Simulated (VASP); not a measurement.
Output of a VASP run:

OUTCAR:
```
 ion  position               nearest neighbor table
   1  0.000  0.000  0.000-   2 2.56   3 2.56   4 2.56   2 2.56   3 2.56   2 2.56   4 2.56   2 2.56
                             3 2.56   4 2.56   3 2.56   4 2.56
   2  0.000  0.500  0.500-   1 2.56   3 2.56   4 2.56   1 2.56   4 2.56   1 2.56   3 2.56   1 2.56
                             3 2.56   4 2.56   4 2.56   3 2.56
   3  0.500  0.000  0.500-   1 2.56   2 2.56   4 2.56   1 2.56   4 2.56   2 2.56   4 2.56   4 2.56
                             1 2.56   2 2.56   1 2.56   2 2.56
   4  0.500  0.500  0.000-   1 2.56   2 2.56   3 2.56   2 2.56   3 2.56   1 2.56   3 2.56   3 2.56
                             1 2.56   2 2.56   2 2.56   1 2.56
  LATTYP: Found a simple cubic cell.
 ALAT       =     3.6210000000
 Subroutine PRICEL returns:
 Original cell was already a primitive cell.
 Subroutine GETGRP returns: Found 48 space group operations
The static configuration has the point symmetry O_h .
The dynamic configuration has the point symmetry O_h .
The overall configuration has the point symmetry O_h .
 Subroutine INISYM returns: Found 48 space group operations
 Subroutine IBZKPT returns following result:
 Found     20 irreducible k-points:

 Following reciprocal coordinates:
            Coordinates               Weight
  0.000000  0.000000  0.000000      1.000000
  0.142857  0.000000  0.000000      6.000000
  0.285714  0.000000  0.000000      6.000000
  0.428571  0.000000  0.000000      6.000000
  0.142857  0.142857  0.000000     12.000000
  0.285714  0.142857  0.000000     24.000000
  0.428571  0.142857  0.000000     24.000000
  0.285714  0.285714  0.000000     12.000000
  0.428571  0.285714  0.000000     24.000000
  0.428571  0.428571  0.000000     12.000000
  0.142857  0.142857  0.142857      8.000000
  0.285714  0.142857  0.142857     24.000000
  0.428571  0.142857  0.142857     24.000000
  0.285714  0.285714  0.142857     24.000000
  0.428571  0.285714  0.142857     48.000000
  0.428571  0.428571  0.142857     24.000000
  0.285714  0.285714  0.285714      8.000000
  0.428571  0.285714  0.285714     24.000000
  0.428571  0.428571  0.285714     24.000000
  0.428571  0.428571  0.428571      8.000000
   k-points           NKPTS =     20   k-points in BZ     NKDIM =     20   number of bands    NBANDS=     26
   number of dos      NEDOS =    301   number of ions     NIONS =      4
   total plane-waves  NPLWV =  13824
   dimension x,y,z NGX =    24 NGY =   24 NGZ =   24
   dimension x,y,z NGXF=    48 NGYF=   48 NGZF=   48
   ions per type =               1   3
   PREC   = accura    normal or accurate (medium, high low for compatibility)
   ISTART =      0    job   : 0-new  1-cont  2-samecut
   ICHARG =      2    charge: 1-file 2-atom 10-const
   ISPIN  =      2    spin polarized calculation?
   LNONCOLLINEAR =      F non collinear calculations
   LSORBIT =      F    spin-orbit coupling
   INIWAV =      1    electr: 0-lowe 1-rand  2-diag
   ENCUT  =  400.0 eV  29.40 Ry    5.42 a.u.   5.90  5.90  5.90*2*pi/ulx,y,z
   NELM   =    100;   NELMIN=  2; NELMDL= -5     # of ELM steps
   EDIFF  = 0.1E-05   stopping-criterion for ELM
   LREAL  =      F    real-space projection
   NLSPLINE    = F    spline interpolate recip. space projectors
   LMAXMIX     =    4 max onsite mixed and CHGCAR
   VOSKOWN=      0    Vosko Wilk Nusair interpolation
   EDIFFG = 0.1E-04   stopping-criterion for IOM
   NSW    =      0    number of steps for IOM
   NBLOCK =      1;   KBLOCK =      1    inner block; outer block
   IBRION =     -1    ionic relax: 0-MD 1-quasi-New 2-CG
   NFREE  =      0    steps in history (QN), initial steepest desc. (CG)
   ISIF   =      2    stress and relaxation
   ISYM   =      2    0-nonsym 1-usesym 2-fastsym
   TEIN   =    0.0    initial temperature
   TEBEG  =    0.0;   TEEND  =   0.0 temperature during run
   SMASS  =  -3.00    Nose mass-parameter (am)
   PSTRESS=    0.0 pullay stress
   NELECT =      38.0000    total number of electrons
   EFERMI =   0.00;   METHOD = LEGACY
   ISMEAR =     1;   SIGMA  =   0.10  broadening in eV -4-tet -1-fermi 0-gaus
   IALGO  =     38    algorithm
   LDIAG  =      T    sub-space diagonalisation (order eigenvalues)
   IMIX   =      4    mixing-type and parameters
...
```

**OSZICAR**
```
       N       E                     dE             d eps       ncg     rms          rms(c)
DAV:   1     0.217044276117E+03    0.21704E+03   -0.14647E+04  2128   0.167E+03
DAV:   2    -0.167878885019E+02   -0.23383E+03   -0.22481E+03  2096   0.329E+02
DAV:   3    -0.288952925173E+02   -0.12107E+02   -0.11439E+02  2152   0.104E+02
DAV:   4    -0.290771013813E+02   -0.18181E+00   -0.18004E+00  2278   0.129E+01
DAV:   5    -0.290819752608E+02   -0.48739E-02   -0.48712E-02  2776   0.175E+00    0.197E+01
DAV:   6    -0.268169533048E+02    0.22650E+01   -0.41659E+01  2228   0.103E+02    0.250E+01
DAV:   7    -0.300309122973E+02   -0.32140E+01   -0.26795E+01  2486   0.123E+02    0.286E+01
DAV:   8    -0.246942520119E+02    0.53367E+01   -0.17964E+01  2572   0.545E+01    0.664E+00
DAV:   9    -0.249237475039E+02   -0.22950E+00   -0.81186E-01  2406   0.113E+01    0.356E+00
DAV:  10    -0.248972974762E+02    0.26450E-01   -0.15791E-01  2782   0.969E+00    0.174E+00
DAV:  11    -0.248954806989E+02    0.18168E-02   -0.55986E-02  3080   0.308E+00    0.131E+00
DAV:  12    -0.248989398128E+02   -0.34591E-02   -0.77866E-03  2382   0.211E+00    0.435E-01
DAV:  13    -0.248993194722E+02   -0.37966E-03   -0.32469E-03  3056   0.106E+00    0.637E-02
DAV:  14    -0.248994198425E+02   -0.10037E-03   -0.47791E-04  2930   0.254E-01    0.148E-01
DAV:  15    -0.248993761504E+02    0.43692E-04   -0.13861E-04  2490   0.319E-01    0.276E-02
DAV:  16    -0.248993804298E+02   -0.42794E-05   -0.17406E-05  2994   0.874E-02    0.417E-02
DAV:  17    -0.248993801157E+02    0.31411E-06   -0.64709E-06  1962   0.713E-02
   1 F= -.24899380E+02 E0= -.24899327E+02  d E =-.158338E-03  mag=     5.0408
```

**OUTCAR**
```
------------------------ aborting loop because EDIFF is reached ----------------------------------------
  FORCE on cell =-STRESS in cart. coord.  units (eV):
  Direction    XX          YY          ZZ          XY          YZ          ZX
  --------------------------------------------------------------------------------------
  Total       -3.1952790     -3.1952790     -3.1952790     -0.0000000      0.0000000     -0.0000000
  in kB     -107.8285562   -107.8285562   -107.8285562     -0.0000000      0.0000000     -0.0000000
  external PRESSURE =    -107.8285562 kB  Pullay stress =       0.0000000 kB
  volume of cell :       47.48
      direct lattice vectors                 reciprocal lattice vectors
     3.621000000  0.000000000  0.000000000     0.276166805  0.000000000  0.000000000
     0.000000000  3.621000000  0.000000000     0.000000000  0.276166805  0.000000000
     0.000000000  0.000000000  3.621000000     0.000000000  0.000000000  0.276166805
 POSITION                                       TOTAL-FORCE (eV/Angst)
 -----------------------------------------------------------------------------------
      0.00000      0.00000      0.00000         0.000000      0.000000      0.000000
      0.00000      1.81050      1.81050         0.000000      0.000000      0.000000
      1.81050      0.00000      1.81050         0.000000      0.000000      0.000000
      1.81050      1.81050      0.00000         0.000000      0.000000      0.000000
 -----------------------------------------------------------------------------------
    total drift:                                0.000000     -0.000000     -0.000000
  FREE ENERGIE OF THE ION-ELECTRON SYSTEM (eV)
  ---------------------------------------------------
  free  energy   TOTEN  =       -24.8993801157 eV

  energy  without entropy=      -24.8992217780  energy(sigma->0) =      -24.89932734

 total charge

# of ion       s       p       d       tot
------------------------------------------
    1        0.452   0.453   6.061   6.966
    2        0.480   0.456   8.291   9.227
    3        0.480   0.456   8.291   9.227
    4        0.480   0.456   8.291   9.227
--------------------------------------------------
tot          1.892   1.821  30.935  34.648

 magnetization (x)

# of ion       s       p       d       tot
------------------------------------------
    1        0.015   0.001   2.986   3.002
    2       -0.013  -0.041   0.753   0.698
    3       -0.013  -0.041   0.753   0.698
    4       -0.013  -0.041   0.753   0.698
--------------------------------------------------
tot         -0.025  -0.124   5.245   5.096
```
(Selected blocks of OUTCAR.)

### POSCAR
```
Ni3Fe
1
    3.6210000000     0.0000000000     0.0000000000
    0.0000000000     3.6210000000     0.0000000000
    0.0000000000     0.0000000000     3.6210000000
Fe Ni
1 3
Direct
  0.0000000000   0.0000000000   0.0000000000
  0.0000000000   0.5000000000   0.5000000000
  0.5000000000   0.0000000000   0.5000000000
  0.5000000000   0.5000000000   0.0000000000
```

Problem. Reconstruct the remaining input files.

Solution. Several could match; the one computed here: the input of the run itself, PBE GGA, plane waves, VASP's PBE PAW potentials (set 64).

**INCAR**
```
EDIFF  =  1E-6   # SCF stop (eV)
LORBIT  =  10
ISPIN  =  2   # spin-polarised
LMAXMIX  =  4   # l cut-off of mixed one-centre charges
ALGO  =  Normal   # blocked Davidson
SIGMA  =  0.1   # width (eV)
ISMEAR  =  1   # Methfessel-Paxton
LCHARG  =  .False.
ISIF  =  2   # forces and stress, cell fixed
ENCUT  =  400   # plane-wave cut-off (eV)
LASPH  =  .True.
GGA  =  PE
LREAL  =  .False.   # projection in real space or not
PREC  =  Accurate
NELM  =  100
SYSTEM  =  Ni3Fe
LWAVE  =  .False.
MAGMOM  =  3.0 3*0.7
```

### KPOINTS
```
Automatic mesh
0
Gamma
  7 7 7
```

POTCAR, in this order: Fe Ni (PBE.64 set). Program: vasp_std.

The compound is Ni3Fe in the L1_2 structure. The cell was not relaxed at this level.
